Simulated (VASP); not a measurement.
Input for VASP

KPOINTS:
```
Automatic
0
G
 12 12 12
```

POSCAR:
```
MgO
4.2211520
  0.0000000000   0.4999999842   0.4999999842
  0.4999999842   0.0000000000   0.4999999842
  0.4999999842   0.4999999842   0.0000000000
Mg O
1 1
direct
  0.0000000000   0.0000000000   0.0000000000
  0.5000000000   0.5000000000   0.5000000000
```

**INCAR**
```
! general
SYSTEM  =MgO
PREC    =Accurate
ENCUT   =520
LREAL   =.FALSE.
LASPH   =.TRUE.

! electronic loop
EDIFF   =1E-7
NELM    =100
ALGO    =Normal

! smearing
ISMEAR  =-5

! functional
GGA     =MK
LUSE_VDW=.TRUE.
AGGAC   =0.0
PARAM1  =0.1234
PARAM2  =1.0

! ions
ISIF    =2

! output
LWAVE   =.FALSE.
LCHARG  =.TRUE.
LORBIT  =11
NEDOS   =601
```

POTCAR, in this order: Mg O (PBE.64 set). Program: vasp_std.

### Question
Write an equivalent input for Quantum ESPRESSO's pw.x.

### Answer
One equivalent input (not run):
```
&CONTROL
  calculation = 'scf'
  pseudo_dir = './pseudo'
  outdir = './out'
  tprnfor = .true.
  tstress = .true.
/
&SYSTEM
  ibrav = 0
  nat = 2
  ntyp = 2
  ecutwfc = 84
  occupations = 'tetrahedra'
  input_dft = 'vdw-df-ob86'
/
&ELECTRONS
  conv_thr = 7.3e-09
  electron_maxstep = 100
/
ATOMIC_SPECIES
  Mg 24.305 Mg.upf
  O 15.999 O.upf
CELL_PARAMETERS angstrom
    -0.0000000    2.1105759    2.1105759
     2.1105759   -0.0000000    2.1105759
     2.1105759    2.1105759   -0.0000000
ATOMIC_POSITIONS crystal
  Mg   0.0000000  0.0000000  0.0000000
  O    0.5000000  0.5000000  0.5000000
K_POINTS automatic
  12 12 12 0 0 0
```
What does not carry over: the potentials are each code's own (VASP's PAW set, PseudoDojo norm-conserving files in pw.x), so ENCUT and ecutwfc are chosen apart and not converted; conv_thr bounds pw.x's estimated SCF error, while EDIFF bounds the energy change between steps.

The compound is MgO in the rock salt structure. It was relaxed first.
